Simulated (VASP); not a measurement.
```xyz
2
Lattice="2.8822 0.0000 0.0000 0.0000 2.8822 0.0000 0.0000 0.0000 2.8822" Properties=species:S:1:pos:R:3 pbc="T T T"
Cr     0.0000     0.0000     0.0000
Cr     1.4411     1.4411     1.4411
```
Starting moments (μB, in the order of the record's atoms Cr Cr): 0.7 -0.7.

All values below come from PW91 GGA, VASP's PBE PAW potentials (set 64) (plane waves; VASP). Numerical set-up: 520 eV cut-off, 13×13×13 Γ-centred mesh, first-order Methfessel-Paxton smearing of 0.10 eV, potentials Cr_pv.

Task: Give the stress tensor in GPa (positive for a compressed cell).

Result: 
```
-5.42   0.00   0.00
 0.00  -5.42   0.00
 0.00   0.00  -5.42
```
The pressure is its mean diagonal, -5.42 GPa.

The compound is Cr in the bcc, AFM order structure. This cell is one point of a volume scan, at 1.03 of the reference volume.
